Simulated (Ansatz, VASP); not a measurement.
**Cross-check of Si2W between VASP and Ansatz**

One calculation is typed for both programs; each brings its own data sets and cutoff. How far apart do they land? The cell is taken from a series of runs on this material, whose earlier steps may have relaxed or scaled it; both programs get it as it stands.

Program: Ansatz 0.2.0. Level of theory: plane waves, with VASP 6.6.1 beside it; single point at PBEsol with D3(BJ). Results are calculated unless marked as measured.

## 1. Set-up

Symmetry: I4/mmm, No. 139, tetragonal system. Conventional cell: a = 3.187 Å, b = 3.187 Å, c = 7.783 Å, α = 90.00°, β = 90.00°, γ = 90.00°. Nearest to W lie 10 Si at 2.60 Å. Nearest to Si lie 5 Si at 2.58 to 2.61 Å and 5 W at 2.60 Å. Farther neighbours are not listed.

## 2. Ansatz: single point, PBEsol with D3(BJ)

Ansatz runs on its default PAW (the set named soft_2) files.

With cell and atoms fixed, the geometry can't cause a difference; cores, projectors, grids and the points listed under the comparison can.

input.yaml

```yaml
crystal:
  lattice:
    - [-1.59363246, 1.59363246, 3.89149588]
    - [1.59363246, -1.59363246, 3.89149588]
    - [1.59363246, 1.59363246, -3.89149588]
  atoms:
    - { symbol: W, position: [0.0, 0.0, 0.0] }
    - { symbol: Si, position: [0.6656579, 0.6656579, 0.0] }
    - { symbol: Si, position: [0.3343421, 0.3343421, 0.0] }
hamiltonian:
  xc: pbesol
  pseudopotentials: { kind: paw }
  dispersion: d3bj
kpoints:
  mp_grid: { grid: [14, 14, 14] }
scf:
  occupations: { method: gaussian, width: 0.05 }
  n_extra_bands: 4
output:
  forces: true
  stress: true
  eigenvalues: true
```

Run with:

```sh
> ansatz run input.yaml --threads 2 --pin off --max-ram 4608MiB --backend cpu --events-out ev --progress --plain --runs-dir out
```

Numbers of over 12 decimals in the logs are rounded to 6 here.

Log:

```text
scf.n_extra_bands = 4 over 11 filled bands (N_el = 22.0): the run solves 15 bands
Engine: ansatz 0.2.0, aarch64-unknown-linux-gnu
Pseudopotentials: kind: paw
Pseudopotential: W, paw, valence charge 14, recommended cutoff 420 eV (normal), W.paw.azcp
Pseudopotential: Si, paw, valence charge 4, recommended cutoff 420 eV (normal), Si.paw.azcp
Functional definition: PBEsol
  exchange = pbesol_x
  correlation = pbesol_c
Crystal: 3 atoms, lattice volume = 39.532 Å³
Basis set: ecut = 420 eV, 769 PW (Γ), exchange–correlation on 64×64×64 points (8 copies of the dense FFT grid, shifted against one another)
Bands: 15, of which v1, the nominal top of the filled ones, is band 11 counted from 1 (10 counted from 0)
Symmetry: 16 space group operations
Space group: I4/mmm (ITA 139), of the structure as read, at distance tolerance 3.4e-5 Å
k-points: 244 of 2744
Non-local potential: W, projectors of the file, l = 0: 3, l = 1: 2, l = 2: 2, l = 3: 1
Non-local potential: Si, projectors of the file, l = 0: 2, l = 1: 2, l = 2: 2
PAW form: soft (Blöchl's): semilocal exchange-correlation on the pseudo side does not see the compensation charge
PAW frozen core: W, regenerated for the run's functional, and the local potential with it (the file was generated under x = pbe(κ = 0.804, μ = 0.219515), c = pbe(β = 0.066725))
PAW frozen core: Si, regenerated for the run's functional, and the local potential with it (the file was generated under x = pbe(κ = 0.804, μ = 0.219515), c = pbe(β = 0.066725))
PAW one-centre angular grid: W, 590 points (default); XC on 64 Gauss nodes
PAW one-centre angular grid: Si, 110 points (default); XC on 64 Gauss nodes
Initial density: superposition of atomic densities (neutral atoms: chi_scale 0, normalization atom), corrected by the library's trained network
Initial wavefunctions: pseudopotential atomic-orbital guess
Functional: x = pbesol(κ = 0.804, μ = 0.123457), c = pbesol(β = 0.046)
SCF iter   1: F=—  HF=-11502.560461 eV  |F-HF|=—  |Δ(HF+E_count)|=         —  Δρ=4.44e-3  dr2=6.02e-3  ethr=1.77e-3  ⟨swp⟩=5.4  Hψ=21476  notcnv=0
preconditioner: auto → Kerker (q_TF=auto, 2.474 Å⁻¹)  [metal: Δε(μ)=0.027 eV  Ē_g=8.266 eV  σ=0.050 eV  W_gap=0.28  n_scr=10 (ndim 8)  ℏωp=22.1 eV  f_vac=0.000  D(μ)=0.29/eV (n_scr^D=0)]
SCF iter   2: F=—  HF=-11502.559581 eV  |F-HF|=—  |Δ(HF+E_count)|=   8.80e-4  Δρ=2.31e-3  dr2=1.05e-3  ethr=2.74e-5  ⟨swp⟩=1.0  Hψ=5622  notcnv=0
SCF iter   3: F=—  HF=-11502.559504 eV  |F-HF|=—  |Δ(HF+E_count)|=   7.70e-5  Δρ=5.86e-4  dr2=8.01e-5  ethr=4.77e-6  ⟨swp⟩=2.0  Hψ=5014  notcnv=0
SCF iter   4: F=—  HF=-11502.559489 eV  |F-HF|=—  |Δ(HF+E_count)|=   1.49e-5  Δρ=6.18e-5  dr2=1.42e-6  ethr=3.64e-7  ⟨swp⟩=2.5  Hψ=5386  notcnv=0
iter 5 did not close the SCF: its close was put off for the readings that it lacked (scf_convergence_deferred on its scf_iter line)
SCF iter   5: F=-11502.559489 eV  HF=-11502.559489 eV  |F-HF|=9.80e-9  |Δ(HF+E_count)|=   3.35e-7  Δρ=8.84e-6  dr2=2.75e-8  ethr=6.47e-9  ⟨swp⟩=2.3  Hψ=5265  notcnv=0
SCF iter   6: F=-11502.559489 eV  HF=-11502.559489 eV  |F-HF|=5.80e-10  |Δ(HF+E_count)|=   3.29e-9  Δρ=1.40e-6  dr2=9.62e-10  ethr=1.25e-10  ⟨swp⟩=2.2  Hψ=12477  notcnv=0
SCF 1 converged in 6 iterations: F = -11502.559489 eV  dr2 = 9.62e-10
  greatest PAW one-centre occupation: 1.000 electrons in one spin orbital (limit 2), on the W atom at site 0 (counted from 0), in its partial waves of l = 0
SCF converged after 6 iterations
Free energy (F): -11502.559489 eV
Harris-Foulkes:  -11502.559489 eV  (|F-HF|=5.80e-10)
Internal energy: -11502.559123 eV  (E = F + TS)
E sigma→0 (E₀):  -11502.559306 eV
Entropy (-TS):   -0.000366 eV (-0.122 meV/atom)
Fermi energy:    17.070284 eV
--- Per-component energies (eV) ---
  E_band       = -73.589573
  E_kinetic    = 543.864761
  E_local      = -934.813960  (includes V_loc(G=0)·N_el)
  E_nonlocal   = 53.810671
  E_hartree    = 368.259524
  E_xc         = -380.433003
  E_vxc        = -340.003996  (∫ρ·V_xc dr)
  E_paw        = -9434.452557  (= ΣΔE_a)
  E_vpaw       = -132.966885  (= ΣTr[D̂ρ^β])
  E_aug_tail   = -0.000066  (compensation charges beyond the density's cutoff)
  E_ewald      = -1717.410555
  E_disp       = -1.668852  (pairwise vdW)
  E_core_change = 0.284913  (= ΣΔE_core)
  E_smearing   = -0.000366  (= −TS)
  E_closure    = 0.000000  (closes the sum)
  Σ components = -11502.559489   (vs F -11502.559489, Δ=0.00e0)
--- Forces (eV/Å), atoms counted from 1 ---
  atom   1  W      0.00000000     0.00000000    -0.00000000
  atom   2  Si     0.00000000     0.00000000    -0.00906750
  atom   3  Si     0.00000000     0.00000000     0.00906750
  max |Σ_I F_I| component: 7.63e-17 eV/Å
--- Stress (GPa, compression-positive) ---
       -3.571563       0.000000      -0.000000
        0.000000      -3.571563       0.000000
        0.000000      -0.000000      -3.466058
  P = ⅓ Tr σ = -3.5364 GPa (-35.364 kbar)
--- Band table (eV; the first three rows and the last of 244) ---
  k-point 0: bands = [... 7 lower, 13.6103, 14.1712, 14.1712, 17.7211, 19.8934, 19.9810, 20.2632, 20.2632]
  k-point 1: bands = [... 7 lower, 13.6540, 13.7376, 14.7365, 16.9051, 19.7529, 20.3871, 20.4085, 20.4260]
  k-point 2: bands = [... 7 lower, 12.8149, 13.7938, 15.2873, 15.3650, 19.6191, 20.6832, 20.7516, 21.2093]
  k-point 243: bands = [... 7 lower, 14.4090, 16.2593, 16.2593, 16.5516, 16.5516, 17.9054, 21.6416, 22.2157]
```

The column dr2 measures how far the density is from self-consistency, as an energy; F and HF (Harris–Foulkes) agree once it is small.

The run ends at a pressure of -3.54 GPa, with forces up to 0.0091 eV/Å.

## 3. VASP: single point, PBEsol with D3(BJ)

The same cell, functional, mesh and smearing now go to VASP, with its own data sets and cutoff.

Lines of VASP's logs that name or quote its potential files are left out, and so is its time.

INCAR

```
SYSTEM = Si2W
PREC = Accurate
ENCUT = 400
EDIFF = 1E-06
NELM = 100
ISMEAR = 0
SIGMA = 0.05
LREAL = .FALSE.
ALGO = Normal
GGA = PS
IVDW = 12
NBANDS = 13
LASPH = .TRUE.
LORBIT = 11
LWAVE = .FALSE.
LCHARG = .FALSE.
KPAR = 2
ISIF = 2
```

POSCAR

```
Si2W
1.0
   -1.5936324600      1.5936324600      3.8914958800
    1.5936324600     -1.5936324600      3.8914958800
    1.5936324600      1.5936324600     -3.8914958800
W Si
1 2
Direct
    0.0000000000      0.0000000000      0.0000000000
    0.6656579000      0.6656579000      0.0000000000
    0.3343421000      0.3343421000      0.0000000000
```

KPOINTS

```
Automatic mesh
0
Gamma
14 14 14
0 0 0
```

The projector-augmented-wave data sets are W and Si (PBE family, release 64).

Run with:

```sh
> mpirun -np 2 vasp_std
```

Log:

```text
[banner, memory and clock lines left out]
running    2 mpi-ranks, on    1 nodes
 distrk:  each k-point on    1 cores,    2 groups
 distr:  one band on    1 cores,    1 groups

 POSCAR found type information on POSCAR W Si
 POSCAR found :  2 types and       3 ions
|                                                                             |
|               ----> ADVICE to this user running VASP <----                  |
|                                                                             |
|     You enforced a specific xc type in the INCAR file but a different       |
|     [... a line on the potential file left out ...]
|     I HOPE YOU KNOW WHAT YOU ARE DOING!                                     |
|                                                                             |

 LDA part: xc-table for (Slater+PW92), standard interpolation
 POSCAR, INCAR and KPOINTS ok, starting setup
 FFT: planning ... GRIDC
 FFT: planning ... GRID_SOFT
 FFT: planning ... GRID
 WAVECAR not read
 entering main loop
       N       E                     dE             d eps       ncg     rms          rms(c)
DAV:   1     0.173966629734E+02    0.17397E+02   -0.51572E+03  6600   0.754E+02
DAV:   2    -0.257900626699E+02   -0.43187E+02   -0.39414E+02  8036   0.165E+02
DAV:   3    -0.275736253555E+02   -0.17836E+01   -0.17409E+01  8643   0.280E+01
DAV:   4    -0.275946693207E+02   -0.21044E-01   -0.21019E-01  7446   0.339E+00
DAV:   5    -0.275950063360E+02   -0.33702E-03   -0.33683E-03  8958   0.358E-01    0.275E+01
DAV:   6    -0.268656733486E+02    0.72933E+00   -0.19948E+00  9311   0.886E+00    0.118E+01
DAV:   7    -0.267420472993E+02    0.12363E+00   -0.19613E-01  7179   0.295E+00    0.557E+00
DAV:   8    -0.267191535076E+02    0.22894E-01   -0.37031E-02  8255   0.137E+00    0.528E-01
DAV:   9    -0.267188414110E+02    0.31210E-03   -0.20296E-03  7627   0.304E-01    0.289E-01
DAV:  10    -0.267188075544E+02    0.33857E-04   -0.31496E-04  8085   0.112E-01    0.627E-02
DAV:  11    -0.267187908693E+02    0.16685E-04   -0.45674E-05  7868   0.470E-02    0.205E-02
DAV:  12    -0.267187910688E+02   -0.19951E-06   -0.14290E-06  5438   0.938E-03
   1 F= -.28387155E+02 E0= -.28386985E+02  d E =-.340214E-03
```

From OUTCAR (step 3):

```text
ion  position               nearest neighbor table
   1  0.000  0.000  0.000-   2 2.60   3 2.60   2 2.60   3 2.60   2 2.60   3 2.60   3 2.60   2 2.60
                             2 2.60   3 2.60
   2  0.666  0.666  0.000-   3 2.58   1 2.60   1 2.60   1 2.60   1 2.60   1 2.60   3 2.61   3 2.61
                             3 2.61   3 2.61
   3  0.334  0.334  0.000-   2 2.58   1 2.60   1 2.60   1 2.60   1 2.60   1 2.60   2 2.61   2 2.61
                             2 2.61   2 2.61

  LATTYP: Found a body centered tetragonal cell.
 ALAT       =     3.1872649200
 C/A-ratio  =     2.4419029969

 Subroutine GETGRP returns: Found 16 space group operations
 (whereof 16 operations were pure point group operations)

The static configuration has the point symmetry D_4h.

 Found    244 irreducible k-points:

   k-points           NKPTS =    244   k-points in BZ     NKDIM =    244   number of bands    NBANDS=     13

   dimension x,y,z NGX =    30 NGY =   30 NGZ =   30
   dimension x,y,z NGXF=    60 NGYF=   60 NGZF=   60

   ENCUT  =  400.0 eV  29.40 Ry    5.42 a.u.   7.33  7.33  7.33*2*pi/ulx,y,z

   NELECT =      14.0000    total number of electrons

 k-points in reciprocal lattice and weights: Automatic mesh
   0.00000000  0.00000000  0.00000000       0.000
   0.07142857 -0.00000000  0.00000000       0.003
   0.14285714 -0.00000000  0.00000000       0.003
   0.21428571 -0.00000000  0.00000000       0.003
   0.28571429 -0.00000000  0.00000000       0.003
   0.35714286 -0.00000000  0.00000000       0.003
   0.42857143 -0.00000000  0.00000000       0.003
   0.50000000 -0.00000000  0.00000000       0.001
   0.07142857  0.07142857  0.00000000       0.003
[...]
-0.42857143 -0.42857143  0.42857143       0.001
   0.50000000  0.50000000  0.50000000       0.000

 average (electrostatic) potential at core
       1 -34.2919       2 -78.7706       3 -78.7706

 E-fermi :  10.7396

 k-point     1 :       0.0000    0.0000    0.0000
  band No.  band energies     occupation
    ...
      2       3.7348      2.00000
      3       7.0092      2.00000
      4       7.2715      2.00000
      5       7.8366      2.00000
      6       7.8366      2.00000
      7      11.3736      0.00000
      8      13.6014      0.00000
      9      13.6692      0.00000
     10      13.9665      0.00000
     11      13.9665      0.00000
    ...

 k-point     2 :       0.0714   -0.0000    0.0000
  band No.  band energies     occupation
    ...
      2       3.7467      2.00000
      3       6.6709      2.00000
      4       7.2773      2.00000
      5       7.9033      2.00000
      6       7.9799      2.00000
      7      10.9790      0.00000
      8      13.3717      0.00000
      9      13.6155      0.00000
     10      13.9104      0.00000
     11      14.4166      0.00000
    ...

 k-point     3 :       0.1429   -0.0000    0.0000
  band No.  band energies     occupation
    ...
      3       6.0267      2.00000
      4       7.2391      2.00000
      5       8.0955      2.00000
      6       8.1495      2.00000
      7      10.2435      2.00000
      8      12.6443      0.00000
      9      13.2210      0.00000
     10      14.6455      0.00000
     11      15.1525      0.00000
     12      15.7687      0.00000
    ...

 Edisp (eV)   -1.66836

  Total      -0.92533    -0.92533    -0.89431     0.00000     0.00000     0.00000
  in kB     -37.50198   -37.50198   -36.24478     0.00000     0.00000     0.00000
  external pressure =      -37.08 kB  Pullay stress =        0.00 kB

  energy-cutoff  :      400.00
  volume of cell :       39.53
      direct lattice vectors                 reciprocal lattice vectors
    -1.593632460  1.593632460  3.891495880     0.000000000  0.313748629  0.128485296
     1.593632460 -1.593632460  3.891495880     0.313748629  0.000000000  0.128485296
     1.593632460  1.593632460 -3.891495880     0.313748629  0.313748629  0.000000000

 POSITION                                       TOTAL-FORCE (eV/Angst)
 -----------------------------------------------------------------------------------
      0.00000      0.00000      0.00000        -0.000000     -0.000000     -0.000000
      0.00000      0.00000      5.18081         0.000000      0.000000     -0.009959
      0.00000      0.00000      2.60218        -0.000000     -0.000000      0.009959
 -----------------------------------------------------------------------------------
    total drift:                                0.000000      0.000000     -0.000000

  FREE ENERGIE OF THE ION-ELECTRON SYSTEM (eV)
  ---------------------------------------------------
  free  energy   TOTEN  =       -28.3871546303 eV

  energy  without entropy=      -28.3868144164  energy(sigma->0) =      -28.38698452

 total charge
# of ion       s       p       d       tot
------------------------------------------
    1        0.568   0.698   4.574   5.840
    2        0.737   0.905   0.000   1.642
    3        0.737   0.905   0.000   1.642
--------------------------------------------------
tot          2.042   2.508   4.574   9.123

[... 3 further parts left out ...]
```

The run ends at a pressure of -3.71 GPa, with forces up to 0.0100 eV/Å.

## 4. Comparison

Known differences besides the PAW data sets themselves: the data sets hold 22 valence electrons in Ansatz (default PAW (the set named soft_2) files) and 14 in VASP; the cutoff is 420 eV in Ansatz and 400 eV in VASP; Ansatz makes its cores anew for this functional, VASP keeps those of its PBE data sets. Total energies have different zeros and are not compared.

Compared:

| quantity | Ansatz | VASP | difference |
| --- | --- | --- | --- |
| pressure (GPa) | -3.54 | -3.71 | +0.17 |

Ansatz's pressure holds a Pulay correction of 0.05 GPa; VASP's holds none.

## 5. Looking for the cause

How far does this hang on the set-up? Further runs change one program's set-up at a time, as the table lists.

| run | difference in pressure (GPa) |
| --- | --- |
| as above | 0.17 |
| VASP with the data sets W_sv_GW and Si_GW and a cutoff of 520 eV | 0.42 |

## 6. Summary of results

```json
{
  "difference in pressure (single point, PBEsol with D3(BJ))": "0.17 GPa"
}
```

The difference in pressure is 0.17 GPa (single point, PBEsol with D3(BJ)), within the 1 GPa picked in this series as the mark of a large difference. For single point, PBEsol with D3(BJ): no further run halves the difference in pressure (one raises it to 0.42 GPa). Differences of this kind measure data sets and numerical settings, not the functional's error against experiment.

[Lines on the potential files, build, host, timing and source positions are cut from VASP's logs without a mark.]

[Logs are printed without paths, hosts, clocks, repeated set-up lines and the standing remarks that a program may print on its own settings, such as how far it seeks lower states.]

[Hosts, paths, dates, database ids (printed as entryN), source tags and the programs' standing remarks are cut or masked in the printed files.]
